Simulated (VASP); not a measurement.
Given:

```
CSi
1.0
    0.00000     2.17831     2.17831
    2.17831     0.00000     2.17831
    2.17831     2.17831     0.00000
Si C
1 1
Direct
  0.00000   0.00000   0.00000
  0.25000   0.25000   0.25000
```

Method: revTPSS meta-GGA, VASP's PBE PAW potentials (set 64) (plane waves; VASP). Numerical set-up: 520 eV cut-off, 12×12×12 Γ-centred mesh, tetrahedra with Blöchl corrections, potentials Si C.

**Question.** Estimate the energy per atom (σ→0), band gap (over mesh and band path) with the smallest direct gap where there is one.

**Answer.** 
```json
{
 "band gap (over mesh and band path)": "1.19 eV",
 "smallest direct gap (over mesh and band path)": "4.39 eV",
 "energy per atom (σ→0)": "-8848 meV/atom"
}
```

Total energies compare only between runs with the same potentials, cut-off and functional.

The compound is SiC in the zinc blende structure. It was relaxed first.
